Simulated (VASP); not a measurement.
ZnO (wurtzite), at 1.04 of the tabulated volume:

```
ZnO
1.0
    1.64638    -2.85162     0.00000
    1.64638     2.85162     0.00000
    0.00000     0.00000     5.27856
Zn O
2 2
Direct
  0.66667   0.33333   0.50000
  0.33333   0.66667   0.00000
  0.66667   0.33333   0.88200
  0.33333   0.66667   0.38200
```

The lowest empty band near Γ, direction in plane, from mBJ (TB09) with spin-orbit coupling in VASP (PAW); its two spin partners are averaged. The gap over the points computed is 2.51 eV, and the next band on that side lies 4.54 eV away at the edge.

Numerical set-up: 520 eV cut-off, 9×9×5 Γ-centred mesh, Gaussian smearing of 0.050 eV, potentials Zn O.

```csv
distance from the edge in k (1/Å),distance in energy (meV)
0.018,3.8
0.025,7.2
0.035,14.2
0.050,28.8
0.070,56.0
```

Fit E(1 + αE) = ħ²k²/2m* (ħ²/2m0 = 3.810 eV Å²) and predict the row at 0.095 1/Å.

The rows don't resolve α, so a parabola serves: the electron mass is m* = 0.333 m0, and so 103.4 meV. The run gave 101.8 meV, -1.6 meV from the fit.

Left out are points under 3 meV from the edge, since the levels carry 0.1 meV, and points farther than half the way to the next band.

The compound is ZnO in the wurtzite structure. The cell was not relaxed at this level.
